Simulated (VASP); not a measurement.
Crystal: VMoS3.

```
V Mo S
1.0
     3.13000    1.80711    5.76667
    -3.13000    1.80711    5.76667
     0.00000   -3.61421    5.76667
V Mo S
2 2 6
Cartesian
  0.0000 0.0000 6.1415
  0.0000 0.0000 11.1585
  0.0000 0.0000 2.5258
  0.0000 0.0000 14.7742
  1.0642 2.0203 7.2948
  1.2176 -1.9318 7.2948
  -2.2818 -0.0885 7.2948
  -1.0642 -2.0203 10.0052
  -1.2176 1.9318 10.0052
  2.2818 0.0885 10.0052
```

The cell was built by a generator and needn't be a form met in nature.

| Item | Value |
| --- | --- |
| Program | VASP 6.6.1 |
| Task | relaxation of cell and atoms |
| Functional | PBE |
| Potentials or basis | VASP PAW PBE potentials, release 64 (V_sv, Mo_sv, S) |
| Cutoff | 520 eV |
| k mesh | 3 × 3 × 3 |
| Occupations | gaussian, width 0.15 eV |
| Spin | collinear spin, ferromagnetic start |
| Starting moments | [2.0, 2.0, 1.0, 1.0, 0.0, 0.0, 0.0, 0.0, 0.0, 0.0] μB |

At the start: pressure -1.9 GPa; volume 19.57 Å³/atom.

**Question.** Where does the relaxation end?

**Answer.** Over 20 steps the energy falls by 305.2 meV/atom and the volume is 16.16 Å³/atom (-17.4 %); space group R-3 (No. 148, to 0.05 Å); moment 0.00 μB per cell.

The path:
| step | energy change (eV) | largest force (eV/Å) | pressure (GPa) | volume (Å³) |
| --- | --- | --- | --- | --- |
| 1 | 0.0000 | 1.7235 | -1.93 | 195.71 |
| 2 | -0.8261 | 0.8598 | -2.47 | 189.09 |
| 3 | -1.1707 | 0.8500 | -3.21 | 182.42 |
| 4 | -1.1845 | 0.9997 | -2.54 | 180.58 |
| 5 | -1.5665 | 1.2610 | 4.45 | 167.86 |
| 6 | -1.5714 | 1.2866 | 5.21 | 166.46 |
| 7 | -1.8493 | 1.3905 | 5.34 | 165.44 |
| 8 | -2.4574 | 1.4522 | 3.79 | 162.39 |
| 9 | -1.7082 | 2.1617 | 4.47 | 156.37 |
| 10 | -2.5948 | 1.2402 | 2.81 | 161.03 |
| 11 | -2.6039 | 1.3272 | 3.01 | 160.28 |
| 12 | -2.8630 | 0.5883 | -1.00 | 163.59 |
| 13 | -2.8838 | 0.4407 | -1.56 | 164.61 |
| 14 | -2.8517 | 0.4048 | -3.69 | 166.67 |
| 15 | -2.8852 | 0.3962 | -2.25 | 165.03 |
| 16 | -2.9405 | 0.2409 | 0.33 | 162.35 |
| 17 | -2.9438 | 0.2720 | 1.09 | 161.54 |
| 18 | -2.9814 | 0.2577 | 0.47 | 161.93 |
| 19 | -3.0428 | 0.1908 | -0.62 | 162.96 |
| 20 | -3.0516 | 0.0681 | 0.08 | 161.61 |

Final structure:
```
V Mo S
1.0
     2.82441    1.63067    5.84816
    -2.82441    1.63067    5.84816
     0.00000   -3.26135    5.84816
V Mo S
2 2 6
Direct
  0.33300 0.33300 0.33300
  0.66700 0.66700 0.66700
  0.16641 0.16641 0.16641
  0.83359 0.83359 0.83359
  0.74206 0.41010 0.09082
  0.41010 0.09082 0.74206
  0.09082 0.74206 0.41010
  0.25794 0.58990 0.90918
  0.58990 0.90918 0.25794
  0.90918 0.25794 0.58990
```

Caveat: the k mesh is coarse (spacing up to 0.40 Å⁻¹), so the values aren't converged; the volume moved by over 15 % at a fixed basis, so the end points are rough; the relaxation stopped at a loose force limit of 0.08 eV/Å, so its end isn't a converged minimum.
